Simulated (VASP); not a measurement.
# Sr2SO (P4/mmm) in VASP: single point with BLYP

Aim: the single point of Sr2SO with BLYP.

Program: VASP 6.6.1. These are calculated values, not measurements. Logs are shortened: lines on timing, memory, paths and dates and some standing lists are left out, and cuts for length are marked.

## 1. The crystal as given

It takes space group P4/mmm (No. 123, tetragonal). Conventional cell: a = 4.043 Å, b = 4.043 Å, c = 5.718 Å, α = 90.00°, β = 90.00°, γ = 90.00°. Around Sr (site symmetry 4/mmm) lie 2 S at 2.86 Å and 4 O at 2.86 Å. Sr (site symmetry 4/mmm) is surrounded by 2 O at 2.86 Å and 4 S at 2.86 Å. S (site symmetry 4/mmm) has 6 Sr at 2.86 Å as nearest neighbours. O (site symmetry 4/mmm) has 6 Sr at 2.86 Å as nearest neighbours.

The cell comes from a database or a generator and needn't be the stable form of this composition.

## 2. Single point, BLYP

INCAR

```
PREC = Accurate
ENCUT = 520
EDIFF = 1E-6
ISMEAR = 0
SIGMA = 0.01
LREAL = F
LASPH = T
NELM = 100
ALGO = Normal
ISIF = 2
LWAVE = F
LCHARG = F
GGA = B5
ALDAX = 1.0
AGGAX = 1.0
AGGAC = 1.0
ALDAC = 0.0
NBANDS = 24
```

KPOINTS

```
regular mesh
0
Gamma
  5 5 4
```

POSCAR

```
Sr2SO
1.0
    4.0432370000      0.0000000000      0.0000000000
    0.0000000000      4.0432370000      0.0000000000
    0.0000000000      0.0000000000      5.7180000000
Sr S O
2 1 1
Direct
    0.0000000000      0.0000000000      0.0000000000
    0.5000000000      0.5000000000      0.5000000000
    0.0000000000      0.0000000000      0.5000000000
    0.5000000000      0.5000000000      0.0000000000
```

Potentials or basis: VASP PAW PBE potentials, release 64 (Sr_sv, S, O).

Command:

```sh
> cat potpaw_PBE.64/Sr_sv/POTCAR potpaw_PBE.64/S/POTCAR potpaw_PBE.64/O/POTCAR > POTCAR
> mpirun -np 1 vasp_std > vasp.out
```

OUTCAR:

```text
PREC = Accurate
   ENCUT = 520
   EDIFF = 1E-6
   ISMEAR = 0
   LREAL = F
   LASPH = T
   NELM = 100
   ISIF = 2
   GGA = B5

 ion  position               nearest neighbor table
   1  0.000  0.000  0.000-   3 2.86   3 2.86   4 2.86   4 2.86   4 2.86   4 2.86   2 4.04   2 4.04
                             2 4.04   2 4.04   2 4.04   2 4.04   2 4.04   2 4.04
   2  0.500  0.500  0.500-   4 2.86   4 2.86   3 2.86   3 2.86   3 2.86   3 2.86   1 4.04   1 4.04
                             1 4.04   1 4.04   1 4.04   1 4.04   1 4.04   1 4.04
   3  0.000  0.000  0.500-   1 2.86   1 2.86   2 2.86   2 2.86   2 2.86   2 2.86
   4  0.500  0.500  0.000-   2 2.86   2 2.86   1 2.86   1 2.86   1 2.86   1 2.86

  LATTYP: Found a simple tetragonal cell.
 ALAT       =     4.0432370000
 C/A-ratio  =     1.4142134137

  Lattice vectors:

 A1 = (   4.0432370000,   0.0000000000,   0.0000000000)
 A2 = (   0.0000000000,   4.0432370000,   0.0000000000)
 A3 = (   0.0000000000,   0.0000000000,   5.7180000000)

Analysis of symmetry for initial positions (statically):
=====================================================================
 Subroutine PRICEL returns:
 Original cell was already a primitive cell.

 Routine SETGRP: Setting up the symmetry group for a
 simple tetragonal supercell.

 Subroutine GETGRP returns: Found 16 space group operations
 (whereof 16 operations were pure point group operations)
 out of a pool of 16 trial point group operations.

The static configuration has the point symmetry D_4h.

Analysis of symmetry for dynamics (positions and initial velocities):
=====================================================================
 Subroutine PRICEL returns:
 Original cell was already a primitive cell.

 Routine SETGRP: Setting up the symmetry group for a
 simple tetragonal supercell.

 Subroutine GETGRP returns: Found 16 space group operations
 (whereof 16 operations were pure point group operations)
 out of a pool of 16 trial point group operations.

The dynamic configuration has the point symmetry D_4h.

 Subroutine INISYM returns: Found 16 space group operations
 (whereof 16 operations are pure point group operations),
 and found     1 'primitive' translations

----------------------------------------------------------------------------------------

                                     Primitive cell

  volume of cell :      93.4765

  direct lattice vectors                    reciprocal lattice vectors
     4.043237000  0.000000000  0.000000000     0.247326585  0.000000000  0.000000000
     0.000000000  4.043237000  0.000000000     0.000000000  0.247326585  0.000000000
     0.000000000  0.000000000  5.718000000     0.000000000  0.000000000  0.174886324

  length of vectors
     4.043237000  4.043237000  5.718000000     0.247326585  0.247326585  0.174886324

  position of ions in fractional coordinates (direct lattice)
     0.000000000  0.000000000  0.000000000
     0.500000000  0.500000000  0.500000000
     0.000000000  0.000000000  0.500000000
     0.500000000  0.500000000  0.000000000

  ion indices of the primitive-cell ions
   primitive index   ion index
                 1           1
                 2           2
                 3           3
                 4           4

----------------------------------------------------------------------------------------

 KPOINTS: regular mesh

Automatic generation of k-mesh.
 Grid dimensions read from file:
 generate k-points for:    5    5    4

 Generating k-lattice:

  Cartesian coordinates                     Fractional coordinates (reciprocal lattice)
     0.049465317  0.000000000  0.000000000     0.200000000  0.000000000  0.000000000
     0.000000000  0.049465317  0.000000000     0.000000000  0.200000000  0.000000000
     0.000000000  0.000000000  0.043721581     0.000000000  0.000000000  0.250000000

  Length of vectors
     0.049465317  0.049465317  0.043721581

  Shift w.r.t. Gamma in fractional coordinates (k-lattice)
     0.000000000  0.000000000  0.000000000

 Subroutine IBZKPT returns following result:
 ===========================================

 Found     18 irreducible k-points:

 Following reciprocal coordinates:
            Coordinates               Weight
  0.000000  0.000000  0.000000      1.000000
  0.200000  0.000000  0.000000      4.000000
  0.400000  0.000000  0.000000      4.000000
  0.200000  0.200000  0.000000      4.000000
  0.400000  0.200000  0.000000      8.000000
  0.400000  0.400000  0.000000      4.000000
[... 10 lines left out ...]
  0.400000  0.200000  0.500000      8.000000
  0.400000  0.400000  0.500000      4.000000
   k-points           NKPTS =     18   k-points in BZ     NKDIM =     18   number of bands    NBANDS=     24
   number of dos      NEDOS =    301   number of ions     NIONS =      4
   total plane-waves  NPLWV =  43200
   dimension x,y,z NGX =    30 NGY =   30 NGZ =   48
   dimension x,y,z NGXF=    60 NGYF=   60 NGZF=   96
   ions per type =               2   1   1
   NGX,Y,Z   is equivalent  to a cutoff of  12.34, 12.34, 13.96 a.u.
   NGXF,Y,Z  is equivalent  to a cutoff of  24.67, 24.67, 27.91 a.u.
 SYSTEM =  unknown system
   PREC   = accura    normal or accurate (medium, high low for compatibility)
   ISTART =      0    job   : 0-new  1-cont  2-samecut
   ICHARG =      2    charge: 1-file 2-atom 10-const
   ISPIN  =      1    spin polarized calculation?
   LNONCOLLINEAR =      F non collinear calculations
   LSORBIT =      F    spin-orbit coupling
   LASPH  =      T    aspherical Exc in radial PAW
   ENCUT  =  520.0 eV  38.22 Ry    6.18 a.u.   7.52  7.52 10.63*2*pi/ulx,y,z
   NELM   =    100;   NELMIN=  2; NELMDL= -5     # of ELM steps
   EDIFF  = 0.1E-05   stopping-criterion for ELM
   LREAL  =      F    real-space projection
   EDIFFG = 0.1E-04   stopping-criterion for IOM
   NSW    =      0    number of steps for IOM
   IBRION =     -1    ionic relax: 0-MD 1-quasi-New 2-CG
   NFREE  =      0    steps in history (QN), initial steepest desc. (CG)
   ISIF   =      2    stress and relaxation
   ISYM   =      2    0-nonsym 1-usesym 2-fastsym
   POTIM  = 0.5000    time-step for ionic-motion
   TEBEG  =    0.0;   TEEND  =   0.0 temperature during run
   PSTRESS=    0.0 pullay stress
   NELECT =      32.0000    total number of electrons
   NUPDOWN=      -1.0000    fix difference up-down
   EMIN   =  10.00;   EMAX   =-10.00  energy-range for DOS
   EFERMI =   0.00;   METHOD = LEGACY
   ISMEAR =     0;   SIGMA  =   0.01  broadening in eV -4-tet -1-fermi 0-gaus
   EFERMI_NEDOS =   21; number of points for ismear=-14 and -15
   IALGO  =     38    algorithm
   IMIX   =      4    mixing-type and parameters
     AMIX     =   0.40;   BMIX     =  1.00
     AMIX_MAG =   1.60;   BMIX_MAG =  1.00
  volume/ion in A,a.u.               =      23.37       157.70
  Fermi-wavevector in a.u.,A,eV,Ry     =   1.145225  2.164161 17.844574  1.311539
  Thomas-Fermi vector in A             =   2.281914
   LORBIT       =      0    0 simple, 1 ext, 2 COOP (PROOUT), +10 PAW based schemes
   GGA     = B5    functional components
   LHFCALC =     F    Hartree Fock is set to
   AEXX    =    0.0000 exact exchange contribution
   IVDW    =     0    specifies the selected vdW correction
   LEPSILON=     F    determine dielectric tensor
   LRPA    =     F    only Hartree local field effects (RPA)
 non-spin polarized calculation
 Gauss-broadening in eV      SIGMA  =   0.01
  energy-cutoff  :      520.00
  volume of cell :       93.48
 maximum number of plane-waves:      2566
 NGX is ok and might be reduce to    30
   NGX = 15   NGY = 15   NGZ = 21

 number of electron      31.9999994 magnetization

 Free energy of the ion-electron system (eV)
  ---------------------------------------------------
  ext. energy  EPLUGINS =         0.00000000
  ---------------------------------------------------
  free energy    TOTEN  =       -19.76150811 eV

  energy without entropy =      -19.76150811  energy(sigma->0) =      -19.76150811

 E-fermi :   2.2654     XC(G=0):  -8.6494

 val. band max:        2.1873946399   @ k =   0.0000   0.0000   0.0000
 cond. band min:       4.5284572692   @ k =   0.0000   0.0000   0.0000
 fundamental gap:      2.3410626294
 Fermi energy:         2.2654284604

 k-point     1 :       0.0000    0.0000    0.0000
  band No.  band energies     occupation
      1     -31.3901      2.00000
      2     -31.3129      2.00000
      3     -13.7196      2.00000
      4     -13.4707      2.00000
      5     -13.4707      2.00000
      6     -13.2936      2.00000
[... 16 lines left out ...]
     23       7.6774      0.00000
     24       9.1453      0.00000

 k-point     2 :       0.2000    0.0000    0.0000
  band No.  band energies     occupation
      1     -31.3839      2.00000
      2     -31.3107      2.00000
      3     -13.6850      2.00000
      4     -13.6238      2.00000
      5     -13.5133      2.00000
      6     -13.4452      2.00000
[... 16 lines left out ...]
     23       8.6984      0.00000
     24       9.3662      0.00000

 k-point     3 :       0.4000    0.0000    0.0000
  band No.  band energies     occupation
      1     -31.3737      2.00000
      2     -31.3075      2.00000
      3     -13.8348      2.00000
      4     -13.7861      2.00000
      5     -13.6169      2.00000
      6     -13.3965      2.00000
[... 16 lines left out ...]
     23       8.9383      0.00000
     24       9.1694      0.00000

 k-point     4 :       0.2000    0.2000    0.0000
  band No.  band energies     occupation
      1     -31.3786      2.00000
      2     -31.3079      2.00000
      3     -13.6574      2.00000
      4     -13.6022      2.00000
      5     -13.5716      2.00000
      6     -13.5529      2.00000
[... 16 lines left out ...]
     23       8.6530      0.00000
     24       9.2412      0.00000

 k-point     5 :       0.4000    0.2000    0.0000
  band No.  band energies     occupation
      1     -31.3700      2.00000
      2     -31.3035      2.00000
      3     -13.7735      2.00000
      4     -13.7198      2.00000
      5     -13.6057      2.00000
      6     -13.4820      2.00000
[... 16 lines left out ...]
     23       9.3758      0.00000
     24       9.7755      0.00000

 k-point     6 :       0.4000    0.4000    0.0000
  band No.  band energies     occupation
      1     -31.3640      2.00000
      2     -31.2970      2.00000
      3     -13.7131      2.00000
      4     -13.6834      2.00000
      5     -13.5873      2.00000
      6     -13.4944      2.00000
[... 16 lines left out ...]
     23       9.7856      0.00000
     24      10.3575      0.00000
[... 217 lines left out ...]
 k-point    15 :       0.4000    0.0000    0.5000
  band No.  band energies     occupation
      1     -31.3725      2.00000
      2     -31.3081      2.00000
      3     -14.0512      2.00000
      4     -13.9693      2.00000
      5     -13.4342      2.00000
      6     -13.3902      2.00000
[... 16 lines left out ...]
     23       9.4885      0.00000
     24       9.6078      0.00000

 k-point    16 :       0.2000    0.2000    0.5000
  band No.  band energies     occupation
      1     -31.3749      2.00000
      2     -31.3112      2.00000
      3     -13.8729      2.00000
      4     -13.7871      2.00000
      5     -13.5074      2.00000
      6     -13.4100      2.00000
[... 16 lines left out ...]
     23       8.8566      0.00000
     24       9.0819      0.00000

 k-point    17 :       0.4000    0.2000    0.5000
  band No.  band energies     occupation
      1     -31.3691      2.00000
      2     -31.3038      2.00000
      3     -13.9688      2.00000
      4     -13.8793      2.00000
      5     -13.5027      2.00000
      6     -13.4399      2.00000
[... 16 lines left out ...]
     23       9.3354      0.00000
     24       9.7423      0.00000

 k-point    18 :       0.4000    0.4000    0.5000
  band No.  band energies     occupation
      1     -31.3635      2.00000
      2     -31.2969      2.00000
      3     -13.8043      2.00000
      4     -13.6887      2.00000
      5     -13.6262      2.00000
      6     -13.5282      2.00000
[... 16 lines left out ...]
     23      10.0668      0.00000
     24      10.3188      0.00000

------------------------ aborting loop because EDIFF is reached ----------------------------------------

  FORCE on cell =-STRESS in cart. coord.  units (eV):
  Direction    XX          YY          ZZ          XY          YZ          ZX
  --------------------------------------------------------------------------------------
  -------------------------------------------------------------------------------------
  Total        1.2284310      1.2284310      1.2583273      0.0000000      0.0000000     -0.0000000
  in kB       21.0551730     21.0551730     21.5675913      0.0000000      0.0000000     -0.0000000
  external PRESSURE =      21.2259791 kB  Pullay stress =       0.0000000 kB

 VOLUME and BASIS-vectors are now :
 -----------------------------------------------------------------------------
  energy-cutoff  :      520.00
  volume of cell :       93.48
      direct lattice vectors                 reciprocal lattice vectors
     4.043237000  0.000000000  0.000000000     0.247326585  0.000000000  0.000000000
     0.000000000  4.043237000  0.000000000     0.000000000  0.247326585  0.000000000
     0.000000000  0.000000000  5.718000000     0.000000000  0.000000000  0.174886324

 POSITION                                       TOTAL-FORCE (eV/Angst)
 -----------------------------------------------------------------------------------
      0.00000      0.00000      0.00000         0.000000      0.000000      0.000000
      2.02162      2.02162      2.85900         0.000000      0.000000      0.000000
      0.00000      0.00000      2.85900         0.000000      0.000000      0.000000
      2.02162      2.02162      0.00000         0.000000      0.000000      0.000000
 -----------------------------------------------------------------------------------
    total drift:                                0.000000      0.000000     -0.000000

  FREE ENERGIE OF THE ION-ELECTRON SYSTEM (eV)
  ---------------------------------------------------
  free  energy   TOTEN  =       -19.7615081136 eV

  energy  without entropy=      -19.7615081136  energy(sigma->0) =      -19.76150811
```

Wall time 72 s (1 thread of Intel Xeon Platinum 8488C (Sapphire Rapids), shared host); peak memory 0.21 GiB.

Results:

* Free energy: -19.7615 eV
* Pressure: 2.1 GPa
* Band gap on the k mesh: 2.34 eV, direct

Caveat: the PAW data sets were made with another functional, which shifts forces and pressure a little; an odd mesh through Γ misses points on the zone boundary, where band edges often lie.
